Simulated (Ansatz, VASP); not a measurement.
# Cross-check of TaN between VASP and Ansatz

One calculation is typed for both programs; each brings its own data sets. How far apart do they land? The cell is taken from a series of runs on this material, whose earlier steps may have relaxed, scaled, displaced or heated it; both programs get it as it stands.

Program: Ansatz 0.2.0. Level of theory: plane waves, with VASP 6.6.1 beside it; zone-centre phonons at PBEsol. Results are calculated unless marked as measured.

**1. Starting point**

Symmetry: P-6m2, No. 187, hexagonal system. Conventional cell: a = 2.953 Å, b = 2.953 Å, c = 2.860 Å, α = 90.00°, β = 90.00°, γ = 120.00°. Nearest to N lie 6 Ta at 2.23 Å. Nearest to Ta lie 6 N at 2.23 Å. Farther neighbours and most contacts between anions are not listed.

**2. VASP: zone-centre phonons, PBEsol**

Second derivatives magnify differences that forces hide, and they need a tight electronic threshold.

Lines of VASP's logs that name or quote its potential files are left out, and so is its time.

INCAR reads:

```
SYSTEM = TaN
PREC = Accurate
ENCUT = 600
EDIFF = 1E-08
NELM = 120
ISMEAR = 1
SIGMA = 0.2
LREAL = .FALSE.
ALGO = Normal
GGA = PS
NBANDS = 14
LASPH = .TRUE.
LORBIT = 11
LWAVE = .FALSE.
LCHARG = .FALSE.
ISIF = 2
IBRION = 8
GGA_COMPAT = .FALSE.
KPAR = 2
```

POSCAR reads:

```
TaN
1.0
    2.9530696831      0.0000000000      0.0000000000
   -1.4765348416      2.5574333647      0.0000000000
    0.0000000000      0.0000000000      2.8602704034
N Ta
1 1
Direct
    0.6666666667      0.3333333333      0.0000000000
    0.0000000000      0.0000000000      0.5000000000
```

KPOINTS reads:

```
Automatic mesh
0
Gamma
18 18 16
0 0 0
```

The projector-augmented-wave data sets are N and Ta_pv (PBE family, release 64).

Run with:

```
$ mpirun -np 2 vasp_std
```

Numbers of over 12 decimals in the logs are rounded to 6 here.

Output:

```text
[banner, memory and clock lines left out]
running    2 mpi-ranks, on    1 nodes
 distrk:  each k-point on    1 cores,    2 groups
 distr:  one band on    1 cores,    1 groups

 POSCAR found type information on POSCAR N Ta
 POSCAR found :  2 types and       2 ions
|                                                                             |
|               ----> ADVICE to this user running VASP <----                  |
|                                                                             |
|     You enforced a specific xc type in the INCAR file but a different       |
|     [... a line on the potential file left out ...]
|     I HOPE YOU KNOW WHAT YOU ARE DOING!                                     |
|                                                                             |

 LDA part: xc-table for (Slater+PW92), standard interpolation
 POSCAR, INCAR and KPOINTS ok, starting setup
 FFT: planning ... GRIDC
 FFT: planning ... GRID_SOFT
 FFT: planning ... GRID
 WAVECAR not read
 entering main loop
       N       E                     dE             d eps       ncg     rms          rms(c)
DAV:   1     0.103053779043E+03    0.10305E+03   -0.97883E+03  9324   0.133E+03
DAV:   2    -0.224680384854E+02   -0.12552E+03   -0.11900E+03 11388   0.346E+02
DAV:   3    -0.261180197582E+02   -0.36500E+01   -0.36270E+01 10830   0.580E+01
DAV:   4    -0.261370939123E+02   -0.19074E-01   -0.19071E-01 11094   0.445E+00
DAV:   5    -0.261372126527E+02   -0.11874E-03   -0.11874E-03 10998   0.336E-01    0.237E+01
DAV:   6    -0.239276440210E+02    0.22096E+01   -0.39704E+00 11182   0.246E+01    0.100E+01
DAV:   7    -0.238360252288E+02    0.91619E-01   -0.37745E-01 11460   0.626E+00    0.696E+00
DAV:   8    -0.238043335897E+02    0.31692E-01   -0.13802E-01 12348   0.356E+00    0.150E+00
DAV:   9    -0.237989803492E+02    0.53532E-02   -0.11883E-02 10644   0.992E-01    0.210E-01
DAV:  10    -0.237988925962E+02    0.87753E-04   -0.54733E-04 12606   0.287E-01    0.148E-01
DAV:  11    -0.237988479241E+02    0.44672E-04   -0.67715E-05 10794   0.847E-02    0.176E-02
DAV:  12    -0.237988478601E+02    0.63983E-07   -0.51827E-06 12036   0.203E-02    0.202E-03
DAV:  13    -0.237988478358E+02    0.24256E-07   -0.34766E-08 10656   0.177E-03    0.227E-03
DAV:  14    -0.237988477854E+02    0.50436E-07   -0.24470E-08 11886   0.150E-03    0.222E-04
DAV:  15    -0.237988477743E+02    0.11114E-07   -0.43560E-10  6150   0.221E-04    0.103E-04
DAV:  16    -0.237988477786E+02   -0.43497E-08   -0.10028E-10  6150   0.936E-05
   1 F= -.23798848E+02 E0= -.23798998E+02  d E =0.449677E-03
 Linear response reoptimize wavefunctions to high precision
DAV:   1    -0.237988477785E+02    0.10550E-09   -0.89249E-12  6384   0.440E-05
DAV:   2    -0.237988477785E+02    0.19099E-10   -0.88310E-13  5790   0.840E-06
 Linear response DOF=           4
 Linear response progress:
  Degree of freedom:   1/  4
       N       E                     dE             d eps       ncg     rms          rms(c)
RMM:   1    -0.232609096400E+00   -0.23261E+00    0.11211E-01 95521   0.286E+00
RMM:   2    -0.226218835203E+00    0.63903E-02   -0.30916E-03 69756   0.468E-01    0.174E-01
RMM:   3    -0.227028253925E+00   -0.80942E-03   -0.53604E-04 66483   0.151E-01    0.945E-02
RMM:   4    -0.228162691177E+00   -0.11344E-02   -0.28504E-04 67979   0.111E-01    0.246E-02
RMM:   5    -0.228212387144E+00   -0.49696E-04   -0.11553E-05 76219   0.267E-02    0.239E-03
RMM:   6    -0.228208594876E+00    0.37923E-05   -0.13739E-06 77235   0.524E-03    0.150E-03
RMM:   7    -0.228203225317E+00    0.53696E-05   -0.20498E-07 82135   0.175E-03    0.122E-03
RMM:   8    -0.228205256045E+00   -0.20307E-05   -0.56418E-08 80541   0.661E-04    0.196E-04
RMM:   9    -0.228202273472E+00    0.29826E-05    0.32456E-10 72388   0.334E-04    0.257E-05
RMM:  10    -0.228202073317E+00    0.20016E-06    0.44203E-10 85150   0.106E-04    0.262E-05
RMM:  11    -0.228202020278E+00    0.53039E-07   -0.11572E-09 83784   0.343E-05    0.978E-06
RMM:  12    -0.228202038353E+00   -0.18075E-07   -0.49883E-09 79646   0.126E-05    0.291E-06
RMM:  13    -0.228202033011E+00    0.53417E-08   -0.14476E-09 69726   0.663E-06    0.131E-06
 first order change of Fermi-energy   0.29893E-04
 force on displaced ion       1 direction 1 : -13.095   0.001   0.000
 Linear response progress:
  Degree of freedom:   2/  4
       N       E                     dE             d eps       ncg     rms          rms(c)
RMM:   1    -0.236300171753E+00   -0.23630E+00    0.14444E-01 32644   0.293E+00
RMM:   2    -0.230286158879E+00    0.60140E-02   -0.36937E-03 25090   0.501E-01    0.144E-01
RMM:   3    -0.231100412265E+00   -0.81425E-03   -0.81087E-04 23726   0.174E-01    0.744E-02
RMM:   4    -0.232308278845E+00   -0.12079E-02   -0.37084E-04 24435   0.120E-01    0.221E-02
RMM:   5    -0.232425984979E+00   -0.11771E-03   -0.17650E-05 26064   0.349E-02    0.318E-03
RMM:   6    -0.232419297593E+00    0.66874E-05   -0.89861E-07 26382   0.792E-03    0.119E-03
RMM:   7    -0.232411660160E+00    0.76374E-05   -0.16021E-07 26616   0.257E-03    0.398E-04
RMM:   8    -0.232413330033E+00   -0.16699E-05    0.26533E-08 28890   0.864E-04    0.171E-04
RMM:   9    -0.232413167796E+00    0.16224E-06   -0.34887E-09 28891   0.287E-04    0.358E-05
RMM:  10    -0.232412857882E+00    0.30991E-06   -0.57356E-10 29282   0.981E-05    0.144E-05
RMM:  11    -0.232412874868E+00   -0.16986E-07   -0.17155E-10 29764   0.374E-05    0.298E-06
RMM:  12    -0.232412893303E+00   -0.18435E-07   -0.88900E-10 27725   0.138E-05    0.116E-06
RMM:  13    -0.232412896671E+00   -0.33680E-08   -0.18099E-09 20684   0.590E-06    0.372E-07
 first order change of Fermi-energy  -0.17377E-03
 force on displaced ion       1 direction 3 :   0.000  -0.000 -14.174
 Linear response progress:
  Degree of freedom:   3/  4
       N       E                     dE             d eps       ncg     rms          rms(c)
RMM:   1    -0.134625927182E+00   -0.13463E+00    0.11610E+01 42130   0.252E+01
RMM:   2    -0.163410043586E+00   -0.28784E-01   -0.26983E-02 64612   0.152E+00    0.181E-01
RMM:   3    -0.162043438247E+00    0.13666E-02   -0.25823E-03 73620   0.327E-01    0.100E-01
RMM:   4    -0.161109917152E+00    0.93352E-03   -0.38663E-04 81804   0.125E-01    0.365E-02
RMM:   5    -0.160801469716E+00    0.30845E-03   -0.54837E-05 84958   0.332E-02    0.588E-03
RMM:   6    -0.160808064555E+00   -0.65948E-05   -0.10275E-05 81640   0.110E-02    0.214E-03
RMM:   7    -0.160810662309E+00   -0.25978E-05   -0.17702E-06 89132   0.361E-03    0.509E-04
RMM:   8    -0.160812579078E+00   -0.19168E-05   -0.24239E-06 88064   0.132E-03    0.202E-04
RMM:   9    -0.160813883806E+00   -0.13047E-05   -0.11720E-06 82854   0.617E-04    0.421E-05
RMM:  10    -0.160814127099E+00   -0.24329E-06   -0.69364E-07 88129   0.287E-04    0.199E-05
RMM:  11    -0.160814235242E+00   -0.10814E-06   -0.43995E-07 93920   0.136E-04    0.890E-06
RMM:  12    -0.160814241836E+00   -0.65941E-08   -0.27965E-07 91510   0.711E-05    0.859E-06
RMM:  13    -0.160814257788E+00   -0.15952E-07   -0.15487E-07 82619   0.426E-05    0.741E-06
RMM:  14    -0.160814354703E+00   -0.96915E-07   -0.10829E-07 75175   0.354E-05    0.145E-05
RMM:  15    -0.160814276455E+00    0.78248E-07   -0.56987E-08 72532   0.240E-05    0.452E-06
RMM:  16    -0.160814289600E+00   -0.13144E-07   -0.48234E-08 66440   0.116E-05    0.213E-06
RMM:  17    -0.160814296969E+00   -0.73693E-08   -0.23385E-08 54478   0.781E-06    0.343E-07
 first order change of Fermi-energy  -0.59333E-04
 force on displaced ion       2 direction 1 : -13.093   0.001   0.000
 Linear response progress:
  Degree of freedom:   4/  4
       N       E                     dE             d eps       ncg     rms          rms(c)
RMM:   1    -0.150079021217E+00   -0.15008E+00    0.10223E+01 14975   0.246E+01
RMM:   2    -0.178658611886E+00   -0.28580E-01   -0.27768E-02 22240   0.151E+00    0.136E-01
RMM:   3    -0.177948143664E+00    0.71047E-03   -0.21394E-03 26251   0.298E-01    0.736E-02
RMM:   4    -0.177384965319E+00    0.56318E-03   -0.19863E-04 27546   0.991E-02    0.221E-02
RMM:   5    -0.177244358753E+00    0.14061E-03   -0.27878E-05 29275   0.291E-02    0.649E-03
RMM:   6    -0.177220530046E+00    0.23829E-04   -0.59427E-06 27474   0.106E-02    0.938E-04
RMM:   7    -0.177221967838E+00   -0.14378E-05   -0.27530E-06 30070   0.319E-03    0.406E-04
RMM:   8    -0.177223906935E+00   -0.19391E-05   -0.12817E-06 31062   0.125E-03    0.140E-04
RMM:   9    -0.177224726506E+00   -0.81957E-06   -0.10243E-06 29271   0.555E-04    0.508E-05
RMM:  10    -0.177225120739E+00   -0.39423E-06   -0.54661E-07 28906   0.314E-04    0.174E-05
RMM:  11    -0.177225590446E+00   -0.46971E-06   -0.36115E-07 30032   0.171E-04    0.182E-05
RMM:  12    -0.177225340018E+00    0.25043E-06   -0.17540E-07 26892   0.105E-04    0.538E-06
RMM:  13    -0.177225357109E+00   -0.17091E-07   -0.13403E-07 30107   0.553E-05    0.580E-06
RMM:  14    -0.177225341504E+00    0.15605E-07   -0.66846E-08 29306   0.348E-05    0.805E-06
RMM:  15    -0.177225374460E+00   -0.32956E-07   -0.49559E-08 24713   0.239E-05    0.657E-06
RMM:  16    -0.177225415587E+00   -0.41127E-07   -0.24904E-08 27242   0.189E-05    0.445E-06
RMM:  17    -0.177225539834E+00   -0.12425E-06   -0.17890E-08 35945   0.240E-05    0.395E-06
RMM:  18    -0.177225545453E+00   -0.56186E-08   -0.12082E-08 25327   0.847E-06    0.403E-06
 first order change of Fermi-energy  -0.83932E-03
 force on displaced ion       2 direction 3 :  -0.000   0.000 -14.173
 Linear response finished
```

OUTCAR, selected parts (step 2):

```text
ion  position               nearest neighbor table
   1  0.667  0.333  0.000-   2 2.23   2 2.23   2 2.23   2 2.23   2 2.23   2 2.23
   2  0.000  0.000  0.500-   1 2.23   1 2.23   1 2.23   1 2.23   1 2.23   1 2.23

  LATTYP: Found a hexagonal cell.
 ALAT       =     2.9530696831
 C/A-ratio  =     0.9685753167

 Subroutine GETGRP returns: Found 12 space group operations
 (whereof 12 operations were pure point group operations)

The static configuration has the point symmetry D_3h.

 Found    333 irreducible k-points:

   k-points           NKPTS =    333   k-points in BZ     NKDIM =    333   number of bands    NBANDS=     14

   dimension x,y,z NGX =    24 NGY =   24 NGZ =   24
   dimension x,y,z NGXF=    48 NGYF=   48 NGZF=   48

   ENCUT  =  600.0 eV  44.10 Ry    6.64 a.u.   5.90  5.90  5.71*2*pi/ulx,y,z

   NELECT =      16.0000    total number of electrons

 k-points in reciprocal lattice and weights: Automatic mesh
   0.00000000  0.00000000  0.00000000       0.000
   0.05555556  0.00000000  0.00000000       0.001
   0.11111111  0.00000000  0.00000000       0.001
   0.16666667  0.00000000  0.00000000       0.001
   0.22222222  0.00000000  0.00000000       0.001
   0.27777778  0.00000000  0.00000000       0.001
   0.33333333  0.00000000  0.00000000       0.001
   0.38888889  0.00000000  0.00000000       0.001
   0.44444444  0.00000000  0.00000000       0.001
[...]
0.33333333  0.27777778  0.50000000       0.002
   0.33333333  0.33333333  0.50000000       0.000

 average (electrostatic) potential at core
       1 -61.7851       2 -34.8483

  Total       -0.9890563     -0.9890563      0.1187604      0.0000000      0.0000000      0.0000000
  in kB      -73.3578338    -73.3578338      8.8084041      0.0000000      0.0000000      0.0000000
  external PRESSURE =     -45.9690878 kB  Pullay stress =       0.0000000 kB

  energy-cutoff  :      600.00
  volume of cell :       21.60
      direct lattice vectors                 reciprocal lattice vectors
     2.953069683  0.000000000  0.000000000     0.338630682  0.195508515  0.000000000
    -1.476534842  2.557433365  0.000000000     0.000000000  0.391017031  0.000000000
     0.000000000  0.000000000  2.860270403     0.000000000  0.000000000  0.349617295

 POSITION                                       TOTAL-FORCE (eV/Angst)
 -----------------------------------------------------------------------------------
      1.47653      0.85248      0.00000         0.000000     -0.000000      0.000000
      0.00000      0.00000      1.43014        -0.000000      0.000000      0.000000
 -----------------------------------------------------------------------------------
    total drift:                               -0.000000      0.000000      0.000000

 Eigenvectors and eigenvalues of the dynamical matrix
 ----------------------------------------------------

   1 f  =   16.326920 THz   102.585065 2PiTHz  544.607433 cm-1    67.522686 meV
             X         Y         Z           dx          dy          dz
      1.476535  0.852478  0.000000     0.000000    0.000000    0.963426
      0.000000  0.000000  1.430135    -0.000000   -0.000000   -0.267974

   2 f  =   15.693044 THz    98.602301 2PiTHz  523.463589 cm-1    64.901184 meV
             X         Y         Z           dx          dy          dz
      1.476535  0.852478  0.000000     0.746591   -0.608931   -0.000000
      0.000000  0.000000  1.430135    -0.207655    0.169367   -0.000000

   3 f  =   15.693044 THz    98.602301 2PiTHz  523.463589 cm-1    64.901184 meV
             X         Y         Z           dx          dy          dz
      1.476535  0.852478  0.000000     0.608931    0.746591   -0.000000
      0.000000  0.000000  1.430135    -0.169367   -0.207655    0.000000

   4 f/i=    0.000270 THz     0.001697 2PiTHz    0.009007 cm-1     0.001117 meV
             X         Y         Z           dx          dy          dz
      1.476535  0.852478  0.000000    -0.000000   -0.000000    0.267974
      0.000000  0.000000  1.430135    -0.000000   -0.000000    0.963426

   5 f/i=    0.000393 THz     0.002471 2PiTHz    0.013121 cm-1     0.001627 meV
             X         Y         Z           dx          dy          dz
      1.476535  0.852478  0.000000     0.037129    0.265381    0.000000
      0.000000  0.000000  1.430135     0.133491    0.954135    0.000000

   6 f/i=    0.000393 THz     0.002471 2PiTHz    0.013121 cm-1     0.001627 meV
             X         Y         Z           dx          dy          dz
      1.476535  0.852478  0.000000    -0.265381    0.037129    0.000000
      0.000000  0.000000  1.430135    -0.954135    0.133491    0.000000

 ELASTIC MODULI CONTR FROM IONIC RELAXATION (kBar)
 Direction    XX          YY          ZZ          XY          YZ          ZX
 --------------------------------------------------------------------------------
 XX          -8.6356      8.6356     -0.0000      0.0000     -0.0000      0.0000
 YY           8.6356     -8.6356      0.0000      0.0000      0.0000     -0.0000
 ZZ          -0.0000      0.0000     -0.0000     -0.0000     -0.0000      0.0000
 XY           0.0000      0.0000     -0.0000     -8.6356      0.0000     -0.0000
 YZ          -0.0000      0.0000     -0.0000      0.0000     -0.0000     -0.0000
 ZX           0.0000     -0.0000      0.0000     -0.0000     -0.0000     -0.0000
 --------------------------------------------------------------------------------
```

(Part 1 of 2 ends here.)

[Lines on the potential files, build, host, timing and source positions are cut from VASP's logs without a mark.]

[Logs are printed without paths, hosts, clocks, repeated set-up lines and the standing remarks that a program may print on its own settings, such as how far it seeks lower states.]

[Hosts, paths, dates, database ids (printed as entryN), source tags and the programs' standing remarks are cut or masked in the printed files.]
